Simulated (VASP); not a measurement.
```xyz
5
Lattice="4.2344 0.0000 0.0000 0.0000 4.2344 0.0000 0.0000 0.0000 4.2344" Properties=species:S:1:pos:R:3 pbc="T T T"
Ba     0.0000     0.0000     0.0000
Zr     2.1172     2.1172     2.1172
O      2.1172     0.0000     2.1172
O      0.0000     2.1172     2.1172
O      2.1172     2.1172     0.0000
```

Level of theory: PW91 GGA, VASP's PBE PAW potentials (set 64) (plane waves; VASP). Settings: 520 eV cut-off, 5×5×5 Γ-centred mesh, Gaussian smearing of 0.050 eV, potentials Ba_sv Zr_sv O.

Problem. Predict the energy per atom (σ→0).

Solution. 
| Property | Result |
|---|---|
| energy per atom (σ→0) | -8409 meV/atom |

The compound is BaZrO3 in the cubic perovskite structure. It was relaxed first. The start is the result of an earlier pass.
